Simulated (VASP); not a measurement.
An input for Quantum ESPRESSO's pw.x (written as the equivalent of a VASP run, and not itself run):

```
&CONTROL
  calculation = 'vc-relax'
  pseudo_dir = './pseudo'
  outdir = './out'
  tprnfor = .true.
  tstress = .true.
  nstep = 60
  forc_conv_thr = 0.00039
/
&SYSTEM
  ibrav = 0
  nat = 1
  ntyp = 1
  ecutwfc = 82
  occupations = 'smearing'
  smearing = 'methfessel-paxton'
  degauss = 0.00735
  input_dft = 'pz'
/
&ELECTRONS
  conv_thr = 7.3e-08
  electron_maxstep = 100
/
&IONS
/
&CELL
/
ATOMIC_SPECIES
  Nb 92.906 Nb.upf
CELL_PARAMETERS angstrom
    -1.6216847    1.6216847    1.6216847
     1.6216847   -1.6216847    1.6216847
     1.6216847    1.6216847   -1.6216847
ATOMIC_POSITIONS crystal
  Nb   0.0000000  1.0000000  1.0000000
K_POINTS automatic
  14 14 14 0 0 0
```

### Question
Translate this input to VASP (INCAR, KPOINTS, POSCAR, choice of POTCAR).

### Answer
One answer among several that fit: 
### INCAR
```
NELM = 100
EDIFFG = -0.01   # ionic stop
ISMEAR = 1   # Methfessel-Paxton
LCHARG = F
IBRION = 2
LREAL = F
LWAVE = F
SYSTEM = Nb
EDIFF = 1E-6   # SCF stop (eV)
LMAXMIX = 4   # l cut-off of mixed one-centre charges
SIGMA = 0.1   # width (eV)
LASPH = T   # aspherical one-centre terms
NSW = 60   # most ionic steps
ALGO = Normal
ISIF = 3   # ions, shape and volume
ENCUT = 400   # plane-wave cut-off (eV)
PREC = Accurate
```

### KPOINTS
```
K-points
0
Gamma
  14 14 14
```

File POSCAR:
```
Nb
1.0
 -1.6216846870   1.6216846870   1.6216846870
  1.6216846870  -1.6216846870   1.6216846870
  1.6216846870   1.6216846870  -1.6216846870
Nb
1
Cart
  3.2433693740   0.0000000000   0.0000000000
```

POTCAR, in this order: Nb_sv (LDA.64 set). Program: vasp_std.

What does not carry over: the potentials are each code's own (VASP's PAW set, PseudoDojo norm-conserving files in pw.x), so ENCUT and ecutwfc are chosen apart and not converted; conv_thr bounds pw.x's estimated SCF error, while EDIFF bounds the energy change between steps; forc_conv_thr acts on force components and is met together with etot_conv_thr.

The structure comes from a computed database's Nb entry (Im-3m); how it stands against other phases isn't given here. This run relaxes it. Symmetry was kept, so distortions that lower it aren't found. The start is the result of an earlier pass.
